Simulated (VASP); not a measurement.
All values below come from PBE GGA with D4 dispersion, VASP's PBE PAW potentials (set 64) (plane waves; VASP).

The input files of a VASP run:

File POSCAR:
```
Tl
1.0
  1.7446665150  -3.0218511518   0.0000000000
  1.7446665150   3.0218511518   0.0000000000
  0.0000000000   0.0000000000   5.5901140701
Tl
2
Cartesian
  1.7446665150   1.0072857318   1.3975285175
  1.7446665150  -1.0072857318   4.1925855526
```

### INCAR
```
# general
SYSTEM  = Tl
PREC    = Accurate
ENCUT   = 520   # plane-wave cut-off (eV)
LREAL   = F
LASPH   = T

# electronic loop
EDIFF   = 1E-6   # SCF stop (eV)
NELM    = 100
ALGO    = Normal   # blocked Davidson
LMAXMIX = 4

# smearing
ISMEAR  = 1   # Methfessel-Paxton
SIGMA   = 0.1

# functional
GGA     = PE   # PBE
IVDW    = 13

# ions
IBRION  = 2   # conjugate gradients
NSW     = 60   # most ionic steps
ISIF    = 3   # ions, shape and volume
EDIFFG  = -0.01   # ionic stop

# output
LWAVE   = F
LCHARG  = F
```

**KPOINTS**
```
Automatic mesh
0
gamma
11 11 6
```

POTCAR, in this order: Tl_d (PBE.64 set). Program: vasp_std.

The resulting files:

OSZICAR:
```
       N       E                     dE             d eps       ncg     rms          rms(c)
DAV:   1     0.126374637458E+03    0.12637E+03   -0.14561E+04  2200   0.145E+03
DAV:   2    -0.243417849049E+01   -0.12881E+03   -0.12747E+03  2358   0.295E+02
DAV:   3    -0.447236739068E+01   -0.20382E+01   -0.20185E+01  2596   0.332E+01
DAV:   4    -0.448406677844E+01   -0.11699E-01   -0.11696E-01  2382   0.254E+00
DAV:   5    -0.448421193226E+01   -0.14515E-03   -0.14515E-03  2509   0.295E-01    0.283E+00
DAV:   6    -0.444223905635E+01    0.41973E-01   -0.82263E-02  2251   0.242E+00    0.199E+00
DAV:   7    -0.443508565853E+01    0.71534E-02   -0.36595E-02  2272   0.161E+00    0.687E-01
DAV:   8    -0.443454620223E+01    0.53946E-03   -0.28250E-03  2253   0.438E-01    0.360E-02
DAV:   9    -0.443455220736E+01   -0.60051E-05   -0.16934E-05  2643   0.390E-02    0.118E-02
DAV:  10    -0.443455809859E+01   -0.58912E-05   -0.59421E-06  1953   0.225E-02    0.170E-03
DAV:  11    -0.443455832802E+01   -0.22942E-06   -0.41331E-07  1213   0.575E-03
   1 F= -.51550150E+01 E0= -.51546732E+01  d E =-.515501E+01
```

### OUTCAR
```
------------------------ aborting loop because EDIFF is reached ----------------------------------------
  Edisp (eV):   -0.72046
  FORCE on cell =-STRESS in cart. coord.  units (eV):
  Direction    XX          YY          ZZ          XY          YZ          ZX
  --------------------------------------------------------------------------------------
  Total      -0.01378    -0.01378     0.01152     0.00000     0.00000    -0.00000
  in kB      -0.37467    -0.37467     0.31301     0.00000     0.00000    -0.00000
  external pressure =       -0.15 kB  Pullay stress =        0.00 kB
  volume of cell :       58.94
      direct lattice vectors                 reciprocal lattice vectors
     1.744666515 -3.021851152  0.000000000     0.286587721 -0.165461492  0.000000000
     1.744666515  3.021851152  0.000000000     0.286587721  0.165461492  0.000000000
     0.000000000  0.000000000  5.590114070     0.000000000  0.000000000  0.178887226
 POSITION                                       TOTAL-FORCE (eV/Angst)
 -----------------------------------------------------------------------------------
      1.74467      1.00729      1.39753        -0.000000     -0.000000      0.000000
      1.74467     -1.00729      4.19259         0.000000      0.000000      0.000000
 -----------------------------------------------------------------------------------
    total drift:                               -0.000000      0.000462      0.000008
  FREE ENERGIE OF THE ION-ELECTRON SYSTEM (eV)
  ---------------------------------------------------
  free  energy   TOTEN  =        -5.1550149685 eV

  energy  without entropy=       -5.1539895279  energy(sigma->0) =       -5.15467315

 reached required accuracy - stopping structural energy minimisation
```
(Selected blocks of OUTCAR.)

The compound is Tl in the hcp structure. It was relaxed first. The start is the result of an earlier pass.
